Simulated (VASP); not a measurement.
```
CELL_PARAMETERS angstrom
      0.00000     2.95920     2.95920
      2.95920     0.00000     2.95920
      2.95920     2.95920     0.00000
ATOMIC_POSITIONS crystal
  Mo 0.00000 0.00000 0.00000
  Se 0.50000 0.50000 0.50000
```

The numbers are results of PBE GGA, VASP's PBE PAW potentials (set 64) (plane waves; VASP 6.6.1), not measurements. Numerical set-up: 400 eV cut-off, 10×10×10 Γ-centred mesh, first-order Methfessel-Paxton smearing of 0.10 eV, potentials Mo_sv Se.

Energy and stress use the plane-wave basis of the starting cell.

**Question.** The ions, cell shape and volume are relaxed. Give the cell that the relaxation ends in.

**Answer.** 
```
CELL_PARAMETERS angstrom
      0.00000     2.61127     2.61127
      2.61127     0.00000     2.61127
      2.61127     2.61127     0.00000
ATOMIC_POSITIONS crystal
  Mo 0.00000 0.00000 0.00000
  Se 0.50000 0.50000 0.50000
```
Space group Fm-3m (225), at a tolerance of 0.03 Å.

**Question.** How do energy and volume change from the first to the last step?

**Answer.** The energy (σ→0) changes by -778.8 meV/atom and the volume by -31.3 %, in 7 ionic steps.

The structure was generated: MoSe was put into the rock salt type (Fm-3m), which need not be its known phase. This run relaxes it. Symmetry was kept, so distortions that lower it aren't found.
